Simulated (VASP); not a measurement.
Calculation: revTPSS meta-GGA, VASP's PBE PAW potentials (set 64) (plane waves; VASP).

VASP ran on this input.

File POSCAR:
```
Os
1.0
  1.3633197201  -2.3613386712   0.0000000000
  1.3633197201   2.3613386712   0.0000000000
  0.0000000000   0.0000000000   4.3042042492
Os
2
Cart
  1.3633197201   0.7871144646   1.0760510623
  1.3633197201  -0.7871144646   3.2281531869
```

File KPOINTS:
```
Automatic mesh
0
Gamma
17 17 10
0 0 0
```

### INCAR
```
! general
SYSTEM  = Os
PREC    = Accurate
ENCUT   = 520
LREAL   = .FALSE.
LASPH   = .TRUE.

! electronic loop
EDIFF   = 1E-7
NELM    = 100
ALGO    = Normal
LMAXMIX = 6
LMIXTAU = .TRUE.

! smearing
ISMEAR  = -5

! functional
METAGGA = RTPSS

! ions
ISIF    = 2

! output
LWAVE   = .FALSE.
LCHARG  = .FALSE.
LORBIT  = 11
NEDOS   = 601
```

KPOINTS_OPT:
```
k-points along high-symmetry lines
6
Line-mode
Reciprocal
  0.000000   0.000000   0.000000 ! GAMMA
  0.000000   0.500000   0.000000 ! M

  0.000000   0.500000   0.000000 ! M
 -0.333333   0.666667   0.000000 ! K

 -0.333333   0.666667   0.000000 ! K
  0.000000   0.000000   0.000000 ! GAMMA

  0.000000   0.000000   0.000000 ! GAMMA
  0.000000   0.000000   0.500000 ! A

  0.000000   0.000000   0.500000 ! A
  0.000000   0.500000   0.500000 ! L

  0.000000   0.500000   0.500000 ! L
 -0.333333   0.666667   0.500000 ! H

 -0.333333   0.666667   0.500000 ! H
  0.000000   0.000000   0.500000 ! A

  0.000000   0.500000   0.500000 ! L
  0.000000   0.500000   0.000000 ! M

 -0.333333   0.666667   0.500000 ! H
 -0.333333   0.666667   0.000000 ! K
```

POTCAR, in this order: Os (PBE.64 set). Program: vasp_std.

Output of the run:

### OSZICAR
```
...
DAV:  13    -0.133023508226E+08   -0.88142E+07   -0.23858E+05  8012   0.151E+05    0.205E+02
DAV:  14     0.570876057688E+02    0.13302E+08   -0.76684E+03  5676   0.230E+02    0.275E+01
DAV:  15     0.835488681171E+05    0.83492E+05   -0.53449E+06  5052   0.181E+07    0.174E+02
DAV:  16    -0.536761656384E+05   -0.13723E+06   -0.11254E+06  5896   0.576E+05    0.135E+02
DAV:  17    -0.356455829765E+06   -0.30278E+06   -0.31186E+06  6148   0.972E+04    0.541E+01
DAV:  18    -0.238406119301E+07   -0.20276E+07   -0.66106E+06  6512   0.169E+06    0.407E+01
DAV:  19    -0.122447017676E+07    0.11596E+07   -0.22745E+06  7920   0.377E+05    0.578E+01
DAV:  20    -0.211636311124E+07   -0.89189E+06   -0.42193E+06  7480   0.667E+05    0.126E+02
DAV:  21    -0.711725606840E+06    0.14046E+07   -0.15351E+06  8024   0.301E+05    0.435E+01
DAV:  22    -0.718161581946E+06   -0.64360E+04   -0.69614E+05  6696   0.222E+05    0.763E+01
DAV:  23    -0.110799207795E+07   -0.38983E+06   -0.46510E+05  8184   0.182E+05    0.862E+01
DAV:  24    -0.665000781670E+06    0.44299E+06   -0.13228E+06  7400   0.137E+05    0.748E+01
DAV:  25    -0.140004379996E+07   -0.73504E+06   -0.13351E+06  6120   0.437E+05    0.474E+01
DAV:  26    -0.905551989037E+06    0.49449E+06   -0.17854E+06  7356   0.201E+05    0.316E+01
DAV:  27    -0.289573880543E+07   -0.19902E+07   -0.41098E+06  6156   0.845E+05    0.273E+01
DAV:  28    -0.166108225272E+07    0.12347E+07   -0.23552E+06  7316   0.408E+05    0.373E+01
DAV:  29    -0.390593057632E+07   -0.22448E+07   -0.60308E+06  6208   0.954E+05    0.496E+01
DAV:  30    -0.206666140207E+07    0.18393E+07   -0.25775E+06  7060   0.481E+05    0.400E+01
DAV:  31    -0.411066115325E+07   -0.20440E+07   -0.56265E+06  6400   0.958E+05    0.338E+01
DAV:  32    -0.207360300970E+07    0.20371E+07   -0.18188E+06  7200   0.424E+05    0.486E+01
DAV:  33    -0.385801339092E+07   -0.17844E+07   -0.53468E+06  6416   0.814E+05    0.420E+01
DAV:  34    -0.215791701475E+07    0.17001E+07   -0.22730E+06  7104   0.455E+05    0.492E+01
DAV:  35    -0.428052278671E+07   -0.21226E+07   -0.53934E+06  6348   0.950E+05    0.293E+01
DAV:  36    -0.243927229870E+07    0.18413E+07   -0.16443E+06  7188   0.473E+05    0.532E+01
DAV:  37    -0.454273657711E+07   -0.21035E+07   -0.47271E+06  6304   0.894E+05    0.374E+01
DAV:  38    -0.260681234940E+07    0.19359E+07   -0.14804E+06  7184   0.449E+05    0.534E+01
DAV:  39    -0.487897480269E+07   -0.22722E+07   -0.51860E+06  6304   0.892E+05    0.429E+01
DAV:  40    -0.279149796664E+07    0.20875E+07   -0.20879E+06  7204   0.519E+05    0.546E+01
DAV:  41    -0.496370399070E+07   -0.21722E+07   -0.51295E+06  6352   0.107E+06    0.392E+01
DAV:  42    -0.276889646633E+07    0.21948E+07   -0.14349E+06  7196   0.487E+05    0.495E+01
DAV:  43    -0.496805207729E+07   -0.21992E+07   -0.57409E+06  6384   0.894E+05    0.567E+01
DAV:  44    -0.256642835505E+07    0.24016E+07   -0.21985E+06  7176   0.458E+05    0.567E+01
DAV:  45    -0.443092314028E+07   -0.18645E+07   -0.80076E+06  6368   0.113E+06    0.584E+01
DAV:  46    -0.160917220108E+07    0.28218E+07   -0.24173E+05  8164   0.287E+05    0.734E+01
DAV:  47    -0.130542506215E+07    0.30375E+06   -0.12926E+05  7064   0.227E+05    0.910E+01
DAV:  48    -0.847923823218E+06    0.45750E+06   -0.12569E+05  8596   0.672E+04    0.840E+01
DAV:  49    -0.127370084899E+07   -0.42578E+06   -0.27155E+06  6216   0.271E+05    0.359E+01
DAV:  50    -0.167735591944E+07   -0.40366E+06   -0.30678E+06  6992   0.406E+05    0.527E+01
DAV:  51    -0.142508663121E+07    0.25227E+06   -0.94127E+06  5532   0.290E+06    0.267E+01
DAV:  52    -0.109251052212E+07    0.33258E+06   -0.19304E+06  6396   0.753E+05    0.557E+01
DAV:  53    -0.194851737632E+07   -0.85601E+06   -0.30777E+06  6948   0.647E+05    0.685E+01
DAV:  54    -0.175083327065E+07    0.19768E+06   -0.24091E+06  8368   0.675E+05    0.441E+01
DAV:  55    -0.255833506007E+07   -0.80750E+06   -0.27519E+06  7640   0.810E+05    0.383E+01
DAV:  56    -0.204010789248E+07    0.51823E+06   -0.33158E+06  9172   0.669E+05    0.347E+01
DAV:  57    -0.285010280270E+07   -0.80999E+06   -0.12913E+06  8792   0.739E+05    0.271E+01
DAV:  58    -0.256201302543E+07    0.28809E+06   -0.27118E+06  9064   0.516E+05    0.529E+01
DAV:  59    -0.252651977131E+07    0.35493E+05   -0.17708E+06  8788   0.782E+05    0.462E+01
DAV:  60    -0.314746386605E+07   -0.62094E+06   -0.17896E+05  8812   0.374E+05    0.387E+01
DAV:  61    -0.275397087156E+07    0.39349E+06   -0.33599E+04  9008   0.132E+05    0.363E+01
DAV:  62    -0.178914700710E+06    0.25751E+07   -0.12552E+06  7768   0.228E+05    0.171E+02
DAV:  63    -0.101600572701E+07   -0.83709E+06   -0.92334E+05  7220   0.167E+05    0.286E+02
DAV:  64    -0.246584779133E+07   -0.14498E+07   -0.17879E+05  7420   0.200E+05    0.336E+02
DAV:  65    -0.295370332857E+07   -0.48786E+06   -0.90577E+04  8320   0.102E+05    0.693E+02
DAV:  66    -0.322999339967E+07   -0.27629E+06   -0.14926E+05  7968   0.100E+05    0.936E+02
DAV:  67    -0.299702932739E+07    0.23296E+06   -0.31413E+04  7788   0.121E+04    0.803E+02
DAV:  68    -0.340504268944E+07   -0.40801E+06   -0.19435E+05  8772   0.130E+05    0.601E+02
DAV:  69    -0.466585299357E+07   -0.12608E+07   -0.12121E+05  8472   0.144E+04    0.429E+02
DAV:  70    -0.333561329043E+07    0.13302E+07   -0.95905E+04  8504   0.268E+04    0.666E+02
DAV:  71    -0.293789103354E+07    0.39772E+06   -0.12134E+05  8640   0.233E+04    0.670E+02
DAV:  72    -0.275591115758E+07    0.18198E+06   -0.86407E+04  8436   0.264E+04    0.692E+02
DAV:  73    -0.211763432484E+07    0.63828E+06   -0.35185E+04  7736   0.287E+04    0.546E+02
DAV:  74    -0.207772987632E+07    0.39904E+05   -0.60451E+04  7808   0.426E+04    0.566E+02
DAV:  75    -0.193870577935E+07    0.13902E+06   -0.52062E+04  7612   0.148E+04    0.365E+02
DAV:  76    -0.195374727422E+07   -0.15041E+05   -0.55443E+04  8008   0.156E+04    0.560E+02
DAV:  77    -0.188840532761E+07    0.65342E+05   -0.51950E+04  8016   0.987E+03    0.379E+02
DAV:  78     0.566366843546E+02    0.18885E+07   -0.73567E+03  5388   0.207E+02    0.661E+01
DAV:  79     0.234267189058E+05    0.23370E+05   -0.10165E+06  4804   0.552E+06    0.364E+01
DAV:  80    -0.827322325275E+05   -0.10616E+06   -0.81903E+05  7132   0.199E+03    0.286E+02
DAV:  81    -0.427322880617E+06   -0.34459E+06   -0.11298E+06  7532   0.190E+05    0.166E+02
DAV:  82    -0.123560696376E+07   -0.80828E+06   -0.30160E+05  7896   0.194E+05    0.477E+02
DAV:  83    -0.186044120707E+07   -0.62483E+06   -0.86964E+04  8192   0.940E+04    0.503E+02
DAV:  84    -0.218657012993E+07   -0.32613E+06   -0.57863E+04  8392   0.344E+04    0.480E+02
DAV:  85    -0.219113265575E+07   -0.45625E+04   -0.10488E+05  8492   0.202E+04    0.882E+02
DAV:  86     0.602115746644E+02    0.21912E+07   -0.79911E+03  5584   0.262E+02    0.684E+01
DAV:  87    -0.469416269630E+04   -0.47544E+04   -0.15497E+05  4832   0.731E+05    0.396E+02
DAV:  88     0.215466055003E+05    0.26241E+05   -0.11914E+06  4800   0.367E+06    0.293E+02
DAV:  89     0.595479546644E+02   -0.21487E+05   -0.56191E+02  5356   0.246E+02    0.724E+01
DAV:  90    -0.338070736001E+05   -0.33867E+05   -0.41586E+05  5472   0.641E+05    0.322E+02
DAV:  91     0.581364644986E+02    0.33865E+05   -0.18791E+03  5176   0.164E+02    0.402E+01
DAV:  92    -0.749138967184E+04   -0.75495E+04   -0.17599E+05  4960   0.744E+05    0.478E+02
DAV:  93     0.210479291878E+05    0.28539E+05   -0.16685E+06  4800   0.467E+06    0.347E+02
DAV:  94    -0.282112278104E+06   -0.30316E+06   -0.31191E+06  5688   0.189E+05    0.388E+01
DAV:  95    -0.105739834099E+06    0.17637E+06   -0.78923E+05  8192   0.582E+04    0.406E+01
DAV:  96     0.576928479441E+02    0.10580E+06   -0.53514E+03  4992   0.206E+02    0.257E+01
DAV:  97     0.563442226842E+02   -0.13486E+01   -0.45251E+00  5544   0.175E+01    0.430E+01
DAV:  98     0.559644971865E+02   -0.37973E+00   -0.32544E+00  5400   0.987E+00    0.504E+01
DAV:  99     0.559700657261E+02    0.55685E-02   -0.14921E-01  5360   0.250E+00    0.562E+01
DAV: 100     0.559638824326E+02   -0.61833E-02   -0.39412E-03  5492   0.492E-01
   1 F= 0.55963882E+02 E0= 0.55963882E+02  d E =0.000000E+00
       N       E                     dE             ncg
```

File OUTCAR:
```
------------------------ aborting loop EDIFF was not reached (unconverged)  ----------------------------
  FORCE on cell =-STRESS in cart. coord.  units (eV):
  Direction    XX          YY          ZZ          XY          YZ          ZX
  --------------------------------------------------------------------------------------
  Total        2.1428899      2.1428892     -0.3646887      0.0000000     -0.0000000      0.0000000
  in kB      123.8886632    123.8886264    -21.0840501      0.0000000     -0.0000000      0.0000000
  external PRESSURE =      75.5644132 kB  Pullay stress =       0.0000000 kB
  volume of cell :       27.71
      direct lattice vectors                 reciprocal lattice vectors
     1.363319720 -2.361338671  0.000000000     0.366751828 -0.211744298  0.000000000
     1.363319720  2.361338671  0.000000000     0.366751828  0.211744298  0.000000000
     0.000000000  0.000000000  4.304204249     0.000000000  0.000000000  0.232330982
 POSITION                                       TOTAL-FORCE (eV/Angst)
 -----------------------------------------------------------------------------------
      1.36332      0.78711      1.07605        -0.000000     -0.000000      0.000000
      1.36332     -0.78711      3.22815         0.000000      0.000000      0.000000
 -----------------------------------------------------------------------------------
    total drift:                                0.000001      0.000020     -0.000018
  FREE ENERGIE OF THE ION-ELECTRON SYSTEM (eV)
  ---------------------------------------------------
  free  energy   TOTEN  =        55.9638824326 eV

  energy  without entropy=       55.9638824326  energy(sigma->0) =       55.96388243

 total charge

# of ion       s       p       d       tot
------------------------------------------
    1        0.675   0.821   6.003   7.499
    2        0.675   0.821   6.003   7.499
--------------------------------------------------
tot          1.351   1.643  12.006  14.999
```
(Selected blocks of OUTCAR.)

stdout:
```
...
|     convergence or switching to a different ALGO or adjusting the           |
|     density mixing parameters otherwise.                                    |
|                                                                             |
 -----------------------------------------------------------------------------

   1 F= 0.55963882E+02 E0= 0.55963882E+02  d E =0.000000E+00

 -----------------------------------------------------------------------------
|                                                                             |
|           W    W    AA    RRRRR   N    N  II  N    N   GGGG   !!!           |
|           W    W   A  A   R    R  NN   N  II  NN   N  G    G  !!!           |
|           W    W  A    A  R    R  N N  N  II  N N  N  G       !!!           |
|           W WW W  AAAAAA  RRRRR   N  N N  II  N  N N  G  GGG   !            |
|           WW  WW  A    A  R   R   N   NN  II  N   NN  G    G                |
|           W    W  A    A  R    R  N    N  II  N    N   GGGG   !!!           |
|                                                                             |
|     Changing the smearing to ISMEAR=1 (the default) for those parts of      |
|     this job that use k-points specified in line-mode.                      |
|                                                                             |
 -----------------------------------------------------------------------------

 Start KPOINTS_OPT (optional k-point list driver)
k-point batch [1-54\54]
       N       E                     dE             ncg

 -----------------------------------------------------------------------------
|                                                                             |
|           W    W    AA    RRRRR   N    N  II  N    N   GGGG   !!!           |
|           W    W   A  A   R    R  NN   N  II  NN   N  G    G  !!!           |
|           W    W  A    A  R    R  N N  N  II  N N  N  G       !!!           |
|           W WW W  AAAAAA  RRRRR   N  N N  II  N  N N  G  GGG   !            |
|           WW  WW  A    A  R   R   N   NN  II  N   NN  G    G                |
|           W    W  A    A  R    R  N    N  II  N    N   GGGG   !!!           |
|                                                                             |
|     Tetrahedron method does not include variations of the Fermi             |
|     occupations, so forces and stress will be inaccurate. We suggest        |
|     using a different smearing scheme ISMEAR = 1 or 2 for metals in         |
|     relaxations.                                                            |
|                                                                             |
 -----------------------------------------------------------------------------
```

Convergence was not reached.

For a metal the tetrahedron method with Blöchl corrections gives inexact stress and forces.

The compound is Os in the hcp structure. It was relaxed first.
